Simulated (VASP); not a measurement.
Method: PBE GGA, VASP's PBE PAW potentials (set 64) (plane waves; VASP 6.6.1).

VASP input:

POSCAR:
```
KZnF3
1
    3.9937050000     0.0000000000     0.0000000000
    0.0000000000     3.9937050000     0.0000000000
    0.0000000000     0.0000000000     3.9937050000
K Zn F
1 1 3
Direct
  0.0000000000   0.0000000000   0.0000000000
  0.5000000000   0.5000000000   0.5000000000
  0.5000000000   0.0000000000   0.5000000000
  0.0000000000   0.5000000000   0.5000000000
  0.5000000000   0.5000000000   0.0000000000
```

### INCAR
```
SYSTEM = KZnF3
PREC = Accurate
ENCUT = 400
EDIFF = 1E-6
NELM = 100
ALGO = Normal
LREAL = .FALSE.
LASPH = .TRUE.
ISMEAR = -1
SIGMA = 0.01
GGA = PE
LMAXMIX = 4
LWAVE = .FALSE.
LCHARG = .FALSE.
ISIF = 2
```

### KPOINTS
```
kpoints
0
gamma
 4 4 4
```

POTCAR, in this order: K_sv Zn F (PBE.64 set). Program: vasp_std.

The resulting files:

**OUTCAR**
```
 ion  position               nearest neighbor table
   1  0.000  0.000  0.000-   3 2.82   4 2.82   5 2.82   3 2.82   4 2.82   4 2.82   5 2.82   4 2.82
                             3 2.82   5 2.82   3 2.82   5 2.82
   2  0.500  0.500  0.500-   3 2.00   4 2.00   5 2.00   5 2.00   3 2.00   4 2.00
   3  0.500  0.000  0.500-   2 2.00   2 2.00   1 2.82   1 2.82   1 2.82   1 2.82
   4  0.000  0.500  0.500-   2 2.00   2 2.00   1 2.82   1 2.82   1 2.82   1 2.82
   5  0.500  0.500  0.000-   2 2.00   2 2.00   1 2.82   1 2.82   1 2.82   1 2.82
  LATTYP: Found a simple cubic cell.
 ALAT       =     3.9937050000
 Subroutine PRICEL returns:
 Original cell was already a primitive cell.
 Subroutine GETGRP returns: Found 48 space group operations
The static configuration has the point symmetry O_h .
The dynamic configuration has the point symmetry O_h .
 Subroutine INISYM returns: Found 48 space group operations
 Subroutine IBZKPT returns following result:
 Found     10 irreducible k-points:

 Following reciprocal coordinates:
            Coordinates               Weight
  0.000000  0.000000  0.000000      1.000000
  0.250000  0.000000  0.000000      6.000000
  0.500000  0.000000  0.000000      3.000000
  0.250000  0.250000  0.000000     12.000000
  0.500000  0.250000  0.000000     12.000000
  0.500000  0.500000  0.000000      3.000000
  0.250000  0.250000  0.250000      8.000000
  0.500000  0.250000  0.250000     12.000000
  0.500000  0.500000  0.250000      6.000000
  0.500000  0.500000  0.500000      1.000000
   k-points           NKPTS =     10   k-points in BZ     NKDIM =     10   number of bands    NBANDS=     25
   number of dos      NEDOS =    301   number of ions     NIONS =      5
   total plane-waves  NPLWV =  21952
   dimension x,y,z NGX =    28 NGY =   28 NGZ =   28
   dimension x,y,z NGXF=    56 NGYF=   56 NGZF=   56
   ions per type =               1   1   3
   PREC   = accura    normal or accurate (medium, high low for compatibility)
   ISTART =      0    job   : 0-new  1-cont  2-samecut
   ICHARG =      2    charge: 1-file 2-atom 10-const
   ISPIN  =      1    spin polarized calculation?
...
```

OSZICAR:
```
       N       E                     dE             d eps       ncg     rms          rms(c)
DAV:   1     0.400405460316E+03    0.40041E+03   -0.20061E+04   500   0.171E+03
DAV:   2     0.777189921494E+01   -0.39263E+03   -0.38200E+03   583   0.443E+02
DAV:   3    -0.216950176331E+02   -0.29467E+02   -0.29343E+02   616   0.140E+02
DAV:   4    -0.222854761460E+02   -0.59046E+00   -0.59001E+00   784   0.181E+01
DAV:   5    -0.222919615562E+02   -0.64854E-02   -0.64839E-02   664   0.139E+00    0.124E+01
DAV:   6    -0.201845706665E+02    0.21074E+01   -0.72833E+00   737   0.372E+01    0.800E+00
DAV:   7    -0.202274869612E+02   -0.42916E-01   -0.13474E+00   515   0.814E+00    0.496E+00
DAV:   8    -0.202412577328E+02   -0.13771E-01   -0.53413E-01   641   0.164E+01    0.153E+00
DAV:   9    -0.202146336431E+02    0.26624E-01   -0.69881E-02   768   0.713E+00    0.771E-01
DAV:  10    -0.202074593716E+02    0.71743E-02   -0.10899E-01   695   0.893E+00    0.328E-01
DAV:  11    -0.202071326280E+02    0.32674E-03   -0.19271E-02   684   0.185E+00    0.995E-02
DAV:  12    -0.202072862710E+02   -0.15364E-03   -0.95523E-04   572   0.287E-01    0.104E-01
DAV:  13    -0.202073138822E+02   -0.27611E-04   -0.37314E-04   629   0.526E-01    0.106E-01
DAV:  14    -0.202071838758E+02    0.13001E-03   -0.41566E-04   712   0.607E-01    0.570E-02
DAV:  15    -0.202071719184E+02    0.11957E-04   -0.13789E-04   550   0.105E-01    0.295E-02
DAV:  16    -0.202071657406E+02    0.61779E-05   -0.14485E-05   662   0.479E-02    0.132E-02
DAV:  17    -0.202071640531E+02    0.16874E-05   -0.62325E-06   561   0.669E-02    0.368E-03
DAV:  18    -0.202071640477E+02    0.54524E-08   -0.29892E-06   423   0.121E-02
   1 F= -.20207164E+02 E0= -.20207164E+02  d E =-.699892E-16
```

### OUTCAR
```
------------------------ aborting loop because EDIFF is reached ----------------------------------------
  FORCE on cell =-STRESS in cart. coord.  units (eV):
  Direction    XX          YY          ZZ          XY          YZ          ZX
  --------------------------------------------------------------------------------------
  Total        0.3254312      0.3254312      0.3254312      0.0000000      0.0000000     -0.0000000
  in kB        8.1854351      8.1854351      8.1854351      0.0000000      0.0000000     -0.0000000
  external PRESSURE =       8.1854351 kB  Pullay stress =       0.0000000 kB
  volume of cell :       63.70
      direct lattice vectors                 reciprocal lattice vectors
     3.993705000  0.000000000  0.000000000     0.250394058  0.000000000  0.000000000
     0.000000000  3.993705000  0.000000000     0.000000000  0.250394058  0.000000000
     0.000000000  0.000000000  3.993705000     0.000000000  0.000000000  0.250394058
 POSITION                                       TOTAL-FORCE (eV/Angst)
 -----------------------------------------------------------------------------------
      0.00000      0.00000      0.00000         0.000000      0.000000      0.000000
      1.99685      1.99685      1.99685         0.000000      0.000000      0.000000
      1.99685      0.00000      1.99685         0.000000      0.000000      0.000000
      0.00000      1.99685      1.99685         0.000000      0.000000      0.000000
      1.99685      1.99685      0.00000         0.000000      0.000000      0.000000
 -----------------------------------------------------------------------------------
    total drift:                                0.000000      0.000000      0.000000
  FREE ENERGIE OF THE ION-ELECTRON SYSTEM (eV)
  ---------------------------------------------------
  free  energy   TOTEN  =       -20.2071640477 eV

  energy  without entropy=      -20.2071640477  energy(sigma->0) =      -20.20716405
```
(Selected blocks of OUTCAR.)

**OUTCAR**
```
 val. band max:       -0.3182249927   @ k =   0.5000   0.5000   0.5000

 cond. band min:       3.5897904023   @ k =   0.0000   0.0000   0.0000


 Fermi energy:         0.0267202801

 k-point     1 :       0.0000    0.0000    0.0000
  band No.  band energies     occupation
      1     -27.5678      2.00000
      2     -22.3001      2.00000
      3     -21.6239      2.00000
      4     -21.6239      2.00000
      5     -11.0597      2.00000
      6     -11.0597      2.00000
      7     -11.0597      2.00000
      8      -4.8450      2.00000
      9      -4.8450      2.00000
     10      -4.8450      2.00000
     11      -3.7854      2.00000
     12      -3.7854      2.00000
     13      -3.7854      2.00000
     14      -3.3980      2.00000
     15      -3.3980      2.00000
     16      -2.6944      2.00000
     17      -2.6944      2.00000
     18      -2.6944      2.00000
     19      -2.4421      2.00000
     20      -2.4421      2.00000
     21      -2.4421      2.00000
     22       3.5898      0.00000
     23       8.1971      0.00000
     24       8.1971      0.00000
     25       9.2022      0.00000

 k-point     2 :       0.2500    0.0000    0.0000
  band No.  band energies     occupation
      1     -27.5536      2.00000
      2     -22.2315      2.00000
      3     -21.6834      2.00000
      4     -21.6114      2.00000
      5     -11.0531      2.00000
      6     -11.0324      2.00000
      7     -11.0324      2.00000
      8      -5.6354      2.00000
      9      -4.7977      2.00000
     10      -4.7977      2.00000
     11      -4.0585      2.00000
     12      -4.0585      2.00000
     13      -3.7826      2.00000
     14      -3.3973      2.00000
     15      -3.3355      2.00000
     16      -2.8037      2.00000
     17      -2.6225      2.00000
     18      -2.6225      2.00000
     19      -2.3437      2.00000
     20      -2.3437      2.00000
     21      -2.1996      2.00000
     22       4.7460      0.00000
     23       8.5635      0.00000
...
```

At this cut-off the stress carries a Pulay error, which pulls relaxed volumes low.

The structure is a typed KZnF3 crystal (Pm-3m). The cell was not relaxed at this level.
